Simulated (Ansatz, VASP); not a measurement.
**TiGe: VASP beside Ansatz**

Wanted: the spread between two codes on one cell, functional and k mesh. The cell is invented: As first built, before any earlier steps moved the atoms (in the runner's words): it takes the ZrTi structure with some of its atoms replaced by other elements, volume scaled by an estimate. It may not be a known or stable phase. The cell is taken from a series of VASP runs on this material, whose earlier steps may have relaxed, scaled or displaced it; both programs get it as it stands. Other levels of theory on this material are compared in a session of their own.

Calculated with Ansatz 0.2.0; plane waves, with VASP 6.6.1 beside it; band structure at PBEsol and band structure at PBE, spin-orbit coupling.

### 1. Set-up

Symmetry: P4/mmm, No. 123, tetragonal system. The conventional cell has a = 2.894 Å, b = 2.894 Å, c = 3.809 Å, α = 90.00°, β = 90.00°, γ = 90.00°. Nearest to Ge lie 8 Ti at 2.80 Å and 4 Ge at 2.89 Å. Nearest to Ti lie 8 Ge at 2.80 Å and 4 Ti at 2.89 Å. As first built, before any earlier steps moved the atoms (in the runner's words): sites of the ZrTi structure (space group 123) filled with other elements, volume scaled by an estimate. Farther neighbours are not listed.

Coordinates:

```cif
data_structure
_symmetry_space_group_name_H-M 'P 1'
_symmetry_Int_Tables_number 1
_cell_length_a 2.8939
_cell_length_b 2.8939
_cell_length_c 3.8088
_cell_angle_alpha 90.000
_cell_angle_beta 90.000
_cell_angle_gamma 90.000
_cell_volume 31.90
loop_
_atom_site_label
_atom_site_type_symbol
_atom_site_fract_x
_atom_site_fract_y
_atom_site_fract_z
_atom_site_occupancy
Ge1 Ge 0.50000 0.50000 0.50000 1
Ti2 Ti 0.00000 0.00000 0.00000 1
```

### 2. VASP: band structure, PBEsol

A single point gives forces, pressure and levels at one fixed geometry, so differences don't come from the geometry; what else differs is listed under the comparison.

Lines of VASP's logs that name or quote its potential files are left out, and so is its time.

Contents of INCAR:

```
SYSTEM = TiGe
PREC = Accurate
ENCUT = 410
EDIFF = 1E-06
NELM = 100
ISMEAR = 0
SIGMA = 0.02
LREAL = .FALSE.
ALGO = Normal
GGA = PS
NBANDS = 25
LORBIT = 11
LWAVE = .FALSE.
LCHARG = .FALSE.
KPAR = 4
```

Contents of POSCAR:

```
TiGe
1.0
    2.8938546256      0.0000000000      0.0000000000
    0.0000000000      2.8938546256      0.0000000000
    0.0000000000      0.0000000000      3.8087727035
Ge Ti
1 1
Direct
    0.5000000000      0.5000000000      0.5000000000
    0.0000000000      0.0000000000      0.0000000000
```

Contents of KPOINTS:

```
Automatic mesh
0
Gamma
5 5 4
0 0 0
```

Contents of KPOINTS_OPT:

```
Line mode
16
Line-mode
Reciprocal
  0.00000000   0.00000000   0.00000000 GAMMA
  0.00000000   0.50000000   0.00000000 X

  0.00000000   0.50000000   0.00000000 X
  0.50000000   0.50000000   0.00000000 M

  0.50000000   0.50000000   0.00000000 M
  0.00000000   0.00000000   0.00000000 GAMMA

  0.00000000   0.00000000   0.00000000 GAMMA
  0.00000000   0.00000000   0.50000000 Z

  0.00000000   0.00000000   0.50000000 Z
  0.00000000   0.50000000   0.50000000 R

  0.00000000   0.50000000   0.50000000 R
  0.50000000   0.50000000   0.50000000 A

  0.50000000   0.50000000   0.50000000 A
  0.00000000   0.00000000   0.50000000 Z

  0.00000000   0.50000000   0.00000000 X
  0.00000000   0.50000000   0.50000000 R

  0.50000000   0.50000000   0.00000000 M
  0.50000000   0.50000000   0.50000000 A
```

PAW data sets: Ge_d and Ti_sv (PBE family, release 64).

Started as:

```sh
$ mpirun -np 4 vasp_std
```

Numbers of over 12 decimals in the logs are rounded to 6 here.

What it wrote:

```text
[banner, memory and clock lines left out]
running    4 mpi-ranks, on    1 nodes
 distrk:  each k-point on    1 cores,    4 groups
 distr:  one band on    1 cores,    1 groups

 POSCAR found type information on POSCAR GeTi
 POSCAR found :  2 types and       2 ions
|                                                                             |
|               ----> ADVICE to this user running VASP <----                  |
|                                                                             |
|     You enforced a specific xc type in the INCAR file but a different       |
|     [... a line on the potential file left out ...]
|     I HOPE YOU KNOW WHAT YOU ARE DOING!                                     |
|                                                                             |

 LDA part: xc-table for (Slater+PW92), standard interpolation
 POSCAR, INCAR and KPOINTS ok, starting setup
 FFT: planning ... GRIDC
 FFT: planning ... GRID_SOFT
 FFT: planning ... GRID
 WAVECAR not read
 entering main loop
       N       E                     dE             d eps       ncg     rms          rms(c)
DAV:   1     0.183936506588E+03    0.18394E+03   -0.10582E+04  1133   0.215E+03
DAV:   2     0.400513159180E+01   -0.17993E+03   -0.17136E+03   940   0.422E+02
DAV:   3    -0.152990549971E+02   -0.19304E+02   -0.19065E+02   997   0.104E+02
DAV:   4    -0.158776837345E+02   -0.57863E+00   -0.57741E+00  1040   0.185E+01
DAV:   5    -0.158923676968E+02   -0.14684E-01   -0.14681E-01  1086   0.275E+00    0.104E+01
DAV:   6    -0.145230530124E+02    0.13693E+01   -0.87582E+00  1017   0.204E+01    0.368E+00
DAV:   7    -0.142310424578E+02    0.29201E+00   -0.96777E-01  1110   0.902E+00    0.225E+00
DAV:   8    -0.142082689082E+02    0.22774E-01   -0.19080E-01  1254   0.366E+00    0.688E-01
DAV:   9    -0.141994160276E+02    0.88529E-02   -0.27308E-02  1140   0.174E+00    0.292E-01
DAV:  10    -0.141995697179E+02   -0.15369E-03   -0.18894E-03  1149   0.532E-01    0.679E-02
DAV:  11    -0.141995355708E+02    0.34147E-04   -0.42492E-04  1197   0.249E-01    0.394E-02
DAV:  12    -0.141995275491E+02    0.80218E-05   -0.25189E-05  1009   0.390E-02    0.111E-02
DAV:  13    -0.141995270135E+02    0.53560E-06   -0.14312E-06   859   0.905E-03
   1 F= -.14199527E+02 E0= -.14198980E+02  d E =-.109344E-02
 Start KPOINTS_OPT (optional k-point list driver)
k-point batch [1-18\144]
       N       E                     dE             ncg
DAV:   1    -0.275513038049E+04   -0.10278E+05     1085
DAV:   2    -0.605978436767E+04   -0.33047E+04      908
DAV:   3    -0.640580883021E+04   -0.34602E+03     1033
DAV:   4    -0.641513782632E+04   -0.93290E+01     1041
DAV:   5    -0.641534171908E+04   -0.20389E+00     1111
DAV:   6    -0.641534667622E+04   -0.49571E-02     1059
DAV:   7    -0.641534687896E+04   -0.20274E-03     1119
DAV:   8    -0.641534688686E+04   -0.78973E-05      971
DAV:   9    -0.641534688723E+04   -0.37615E-06      719
[...]
k-point batch [127-144\144]
       N       E                     dE             ncg
DAV:   1    -0.278416050475E+04   -0.23174E+05     1097
DAV:   2    -0.601359750937E+04   -0.32294E+04      911
DAV:   3    -0.634190807589E+04   -0.32831E+03      998
DAV:   4    -0.635055507847E+04   -0.86470E+01     1059
DAV:   5    -0.635073301891E+04   -0.17794E+00     1037
DAV:   6    -0.635073735334E+04   -0.43344E-02     1040
DAV:   7    -0.635073753028E+04   -0.17694E-03     1079
DAV:   8    -0.635073753553E+04   -0.52500E-05      863
DAV:   9    -0.635073753579E+04   -0.25806E-06      626
```

From OUTCAR (step 2):

```text
ion  position               nearest neighbor table
   1  0.500  0.500  0.500-   2 2.80   2 2.80   2 2.80   2 2.80   2 2.80   2 2.80   2 2.80   2 2.80

  LATTYP: Found a simple tetragonal cell.
 ALAT       =     2.8938546256
 C/A-ratio  =     1.3161589631

 Subroutine GETGRP returns: Found 16 space group operations
 (whereof 16 operations were pure point group operations)

The static configuration has the point symmetry D_4h.

 Found     18 irreducible k-points:

   k-points           NKPTS =     18   k-points in BZ     NKDIM =     18   number of bands    NBANDS=     25

   dimension x,y,z NGX =    20 NGY =   20 NGZ =   28
   dimension x,y,z NGXF=    40 NGYF=   40 NGZF=   56

   ENCUT  =  410.0 eV  30.13 Ry    5.49 a.u.   4.78  4.78  6.29*2*pi/ulx,y,z

   NELECT =      26.0000    total number of electrons

 k-points in reciprocal lattice and weights: Automatic mesh
   0.00000000  0.00000000  0.00000000       0.010
   0.20000000  0.00000000  0.00000000       0.040
   0.40000000  0.00000000  0.00000000       0.040
   0.20000000  0.20000000  0.00000000       0.040
   0.40000000  0.20000000  0.00000000       0.080
   0.40000000  0.40000000  0.00000000       0.040
   0.00000000  0.00000000  0.25000000       0.020
   0.20000000  0.00000000  0.25000000       0.080
   0.40000000  0.00000000  0.25000000       0.080
[...]
0.40000000  0.20000000  0.50000000       0.080
   0.40000000  0.40000000  0.50000000       0.040

 average (electrostatic) potential at core
       1 -69.8944       2 -71.5967

 E-fermi :   9.1285

 k-point     1 :       0.0000    0.0000    0.0000
  band No.  band energies     occupation
    ...
      9     -15.4524      2.00000
     10      -3.1814      2.00000
     11       7.0377      2.00000
     12       7.5811      2.00000
     13       7.8941      2.00000
     14      10.7837      0.00000
     15      10.7837      0.00000
     16      11.7613      0.00000
     17      13.6218      0.00000
     18      13.6218      0.00000
    ...

 k-point     2 :       0.2000    0.0000    0.0000
  band No.  band energies     occupation
    ...
      9     -15.4503      2.00000
     10      -2.4616      2.00000
     11       7.1417      2.00000
     12       7.1469      2.00000
     13       7.6638      2.00000
     14      10.8704      0.00000
     15      10.9113      0.00000
     16      10.9821      0.00000
     17      11.6261      0.00000
     18      14.8357      0.00000
    ...

 k-point     3 :       0.4000    0.0000    0.0000
  band No.  band energies     occupation
    ...
      9     -15.4190      2.00000
     10      -0.4993      2.00000
     11       3.7588      2.00000
     12       6.5498      2.00000
     13       8.2881      2.00000
     14      10.0609      0.00000
     15      11.0153      0.00000
     16      12.0881      0.00000
     17      13.8552      0.00000
     18      14.5547      0.00000
    ...

  Total       -1.1441662     -1.1441662     -0.9019494      0.0000000     -0.0000000     -0.0000000
  in kB      -57.4726476    -57.4726476    -45.3058511      0.0000000     -0.0000000     -0.0000000
  external PRESSURE =     -53.4170488 kB  Pullay stress =       0.0000000 kB

  energy-cutoff  :      410.00
  volume of cell :       31.90
      direct lattice vectors                 reciprocal lattice vectors
     2.893854626  0.000000000  0.000000000     0.345559860  0.000000000  0.000000000
     0.000000000  2.893854626  0.000000000     0.000000000  0.345559860  0.000000000
     0.000000000  0.000000000  3.808772703     0.000000000  0.000000000  0.262551766

 POSITION                                       TOTAL-FORCE (eV/Angst)
 -----------------------------------------------------------------------------------
      1.44693      1.44693      1.90439         0.000000      0.000000      0.000000
      0.00000      0.00000      0.00000         0.000000      0.000000      0.000000
 -----------------------------------------------------------------------------------
    total drift:                               -0.000000      0.000000      0.000000

  FREE ENERGIE OF THE ION-ELECTRON SYSTEM (eV)
  ---------------------------------------------------
  free  energy   TOTEN  =       -14.1995270135 eV

  energy  without entropy=      -14.1984335739  energy(sigma->0) =      -14.19898029

 total charge
# of ion       s       p       d       tot
------------------------------------------
    1        1.138   1.223  10.044  12.406
    2        2.177   6.106   2.006  10.289
--------------------------------------------------
tot          3.315   7.329  12.050  22.695

[... 3 further parts left out ...]
```

At this level the cell is under a tension of 5.3 GPa, so at these settings it is away from equilibrium.

### 3. Ansatz: band structure, PBEsol

Ansatz runs on its default PAW (the set named soft_2) files.

The same cell, functional, mesh and smearing now go to Ansatz, which takes its cutoff from its data sets.

Contents of input.yaml:

```yaml
crystal:
  lattice:
    - [2.8938546256, 0.0, 0.0]
    - [0.0, 2.8938546256, 0.0]
    - [0.0, 0.0, 3.8087727035]
  atoms:
    - { symbol: Ge, position: [0.5, 0.5, 0.5] }
    - { symbol: Ti, position: [0.0, 0.0, 0.0] }
hamiltonian:
  xc: pbesol
  pseudopotentials: { kind: paw }
kpoints:
  mp_grid: { grid: [5, 5, 4] }
  band_path:
    path:
      - [0.0, 0.0, 0.0]
      - [0.0, 0.13333, 0.0]
      - [0.0, 0.3, 0.0]
      - [0.0, 0.46667, 0.0]
      - [0.1, 0.5, 0.0]
      - [0.26667, 0.5, 0.0]
      - [0.43333, 0.5, 0.0]
      - [0.43333, 0.43333, 0.0]
      - [0.26667, 0.26667, 0.0]
      - [0.1, 0.1, 0.0]
      - [0.0, 0.0, 0.03333]
      - [0.0, 0.0, 0.2]
      - [0.0, 0.0, 0.36667]
      - [0.0, 0.0, 0.5]
      - [0.0, 0.16667, 0.5]
      - [0.0, 0.3, 0.5]
      - [0.0, 0.46667, 0.5]
      - [0.1, 0.5, 0.5]
      - [0.26667, 0.5, 0.5]
      - [0.43333, 0.5, 0.5]
      - [0.43333, 0.43333, 0.5]
      - [0.26667, 0.26667, 0.5]
      - [0.1, 0.1, 0.5]
      - [0.0, 0.5, 0.03333]
      - [0.0, 0.5, 0.2]
      - [0.0, 0.5, 0.36667]
      - [0.5, 0.5, 0.0]
      - [0.5, 0.5, 0.16667]
      - [0.5, 0.5, 0.33333]
      - [0.5, 0.5, 0.5]
    npoints: 1
scf:
  occupations: { method: gaussian, width: 0.02 }
  n_extra_bands: 7
output:
  forces: true
  stress: true
  eigenvalues: true
  write_density: true
  write_potential: true
  elf: true
  volumetric_format: npy
```

Started as:

```sh
$ ansatz run input.yaml --threads 2 --pin off --max-ram 4608MiB --backend cpu --events-out ev --progress --plain --runs-dir out
```

What it wrote:

```text
scf.n_extra_bands = 7 over 13 filled bands (N_el = 26.0): the run solves 20 bands
Engine: ansatz 0.2.0, x86_64-unknown-linux-gnu
Pseudopotentials: kind: paw
Pseudopotential: Ge, paw, valence charge 14, recommended cutoff 420 eV (normal), Ge.paw.azcp
Pseudopotential: Ti, paw, valence charge 12, recommended cutoff 420 eV (normal), Ti.paw.azcp
Functional definition: PBEsol
  exchange = pbesol_x
  correlation = pbesol_c
Crystal: 2 atoms, lattice volume = 31.896 Å³
Basis set: ecut = 420 eV, 625 PW (Γ), exchange–correlation on 40×40×54 points (8 copies of the dense FFT grid, shifted against one another)
Bands: 20, of which v1, the nominal top of the filled ones, is band 13 counted from 1 (12 counted from 0)
Symmetry: 16 space group operations
Space group: P4/mmm (ITA 123), of the structure as read, at distance tolerance 3.2e-5 Å
k-points: 18 of 100
Non-local potential: Ge, projectors of the file, l = 0: 2, l = 1: 2, l = 2: 3, l = 3: 1
Non-local potential: Ti, projectors of the file, l = 0: 3, l = 1: 2, l = 2: 3, l = 3: 1
PAW form: soft (Blöchl's): semilocal exchange-correlation on the pseudo side does not see the compensation charge
PAW frozen core: Ge, regenerated for the run's functional, and the local potential with it (the file was generated under x = pbe(κ = 0.804, μ = 0.219515), c = pbe(β = 0.066725))
PAW frozen core: Ti, regenerated for the run's functional, and the local potential with it (the file was generated under x = pbe(κ = 0.804, μ = 0.219515), c = pbe(β = 0.066725))
PAW one-centre angular grid: Ge, 590 points (default); XC on 64 Gauss nodes
PAW one-centre angular grid: Ti, 590 points (default); XC on 64 Gauss nodes
Initial density: superposition of atomic densities (neutral atoms: chi_scale 0, normalization atom), corrected by the library's trained network
Initial wavefunctions: pseudopotential atomic-orbital guess
Functional: x = pbesol(κ = 0.804, μ = 0.123457), c = pbesol(β = 0.046)
SCF iter   1: F=—  HF=-6728.334374 eV  |F-HF|=—  |Δ(HF+E_count)|=         —  Δρ=6.72e-3  dr2=1.45e-2  ethr=1.77e-3  ⟨swp⟩=5.7  Hψ=1451  notcnv=0
preconditioner: auto → none  [insulator: Δε(μ)=0.054 eV  Ē_g=19.657 eV  σ=0.020 eV  W_gap=0.93  n_scr=6 (ndim 8)  ℏωp=27.9 eV  f_vac=0.000  D(μ)=2.91/eV (n_scr^D=36)  ε∞_Penn≈3.0]
SCF iter   2: F=—  HF=-6728.328989 eV  |F-HF|=—  |Δ(HF+E_count)|=   5.39e-3  Δρ=2.04e-3  dr2=7.90e-4  ethr=5.58e-5  ⟨swp⟩=2.4  Hψ=701  notcnv=0  defer=36
SCF iter   3: F=—  HF=-6728.328977 eV  |F-HF|=—  |Δ(HF+E_count)|=   1.15e-5  Δρ=8.69e-4  dr2=1.15e-4  ethr=3.04e-6  ⟨swp⟩=1.3  Hψ=334  notcnv=0  defer=36
SCF iter   4: F=—  HF=-6728.328988 eV  |F-HF|=—  |Δ(HF+E_count)|=   1.12e-5  Δρ=7.87e-5  dr2=7.01e-7  ethr=4.44e-7  ⟨swp⟩=1.8  Hψ=349  notcnv=0  defer=36
SCF iter   5: F=—  HF=-6728.328960 eV  |F-HF|=—  |Δ(HF+E_count)|=   2.86e-5  Δρ=2.02e-5  dr2=1.07e-7  ethr=2.70e-9  ⟨swp⟩=2.0  Hψ=476  notcnv=0  defer=36
SCF iter   6: F=-6728.328960 eV  HF=-6728.328960 eV  |F-HF|=3.25e-9  |Δ(HF+E_count)|=   5.78e-8  Δρ=3.73e-6  dr2=5.01e-9  ethr=3.85e-10  ⟨swp⟩=9.8  Hψ=1900  notcnv=0
SCF 1 converged in 6 iterations: F = -6728.328960 eV  dr2 = 5.01e-9
  greatest PAW one-centre occupation: 0.999 electrons in one spin orbital (limit 2), on the Ti atom at site 1 (counted from 0), in its partial waves of l = 0
NSCF: frozen V_eff on 30 k-points
SCF converged after 6 iterations
Free energy (F): -6728.328960 eV
Harris-Foulkes:  -6728.328960 eV  (|F-HF|=3.25e-9)
Internal energy: -6728.327937 eV  (E = F + TS)
E sigma→0 (E₀):  -6728.328448 eV
Entropy (-TS):   -0.001023 eV (-0.511 meV/atom)
Fermi energy:    14.389311 eV
--- Per-component energies (eV) ---
  E_band       = -218.377724
  E_kinetic    = 386.068023
  E_local      = -2777.247971  (includes V_loc(G=0)·N_el)
  E_nonlocal   = 430.182415
  E_hartree    = 1207.487863
  E_xc         = -173.105683
  E_vxc        = -188.150289  (∫ρ·V_xc dr)
  E_paw        = -3001.964690  (= ΣΔE_a)
  E_vpaw       = -484.206185  (= ΣTr[D̂ρ^β])
  E_aug_tail   = 0.000401  (compensation charges beyond the density's cutoff)
  E_ewald      = -2800.805616
  E_core_change = 1.057321  (= ΣΔE_core)
  E_smearing   = -0.001023  (= −TS)
  E_closure    = 0.000000  (closes the sum)
  Σ components = -6728.328960   (vs F -6728.328960, Δ=0.00e0)
--- Forces (eV/Å), atoms counted from 1 ---
  atom   1  Ge     0.00000000    -0.00000000     0.00000000
  atom   2  Ti    -0.00000000     0.00000000     0.00000000
  max |Σ_I F_I| component: 6.31e-30 eV/Å
--- Stress (GPa, compression-positive) ---
       -5.298406       0.000000       0.000000
        0.000000      -5.298406       0.000000
        0.000000       0.000000      -4.236990
  P = ⅓ Tr σ = -4.9446 GPa (-49.446 kbar)
--- Band table (eV; the first three rows and the last of 18) ---
  k-point 0: bands = [... 9 lower, 2.0722, 12.2947, 12.8422, 13.1510, 16.0531, 16.0531, 17.0338, 18.8802, ... 3 higher]
  k-point 1: bands = [... 9 lower, 2.5881, 9.5810, 13.2459, 14.3955, 15.3808, 15.3808, 17.0398, 20.2651, ... 3 higher]
  k-point 2: bands = [... 9 lower, 3.3045, 7.8695, 13.3461, 14.9370, 14.9370, 14.9979, 17.0458, 21.8138, ... 3 higher]
  k-point 17: bands = [... 9 lower, 7.5530, 10.4257, 10.6834, 12.2449, 16.1535, 16.3836, 16.4996, 16.7318, ... 3 higher]
```

Elapsed: 1.3 s, on 2 threads of Intel Xeon Platinum 8488C (Sapphire Rapids), shared host; peak memory 0.35 GiB.

Reading the cycles: dr2 is the Hartree energy of the density residual (eV), the measure of convergence; HF is the Harris–Foulkes estimate of the energy, which meets the free energy F at convergence.

### 4. Comparison

Known differences besides the potentials themselves: the cutoff is 420 eV in Ansatz and 410 eV in VASP; Ansatz makes its cores anew for this functional, VASP keeps those of its PBE data sets; VASP leaves aspherical gradient terms in its spheres out (LASPH is not set), Ansatz keeps them. Total energies have different zeros and are not compared.

Both answers:

| quantity | Ansatz | VASP | difference |
| --- | --- | --- | --- |
| pressure (GPa) | -4.94 | -5.34 | +0.40 |

Levels from 3 eV below to 2 eV above the Fermi level differ by 5 meV r.m.s. and 10 meV at most; each VASP level is matched to the nearest of Ansatz, which flatters the figure a little.

(Part 1 of 2 ends here.)

[Lines on the potential files, build, host, timing and source positions are cut from VASP's logs without a mark.]

[Logs are printed without paths, hosts, clocks, repeated set-up lines and the standing remarks that a program may print on its own settings, such as how far it seeks lower states.]

[Hosts, paths, dates, database ids (printed as entryN), source tags and the programs' standing remarks are cut or masked in the printed files.]
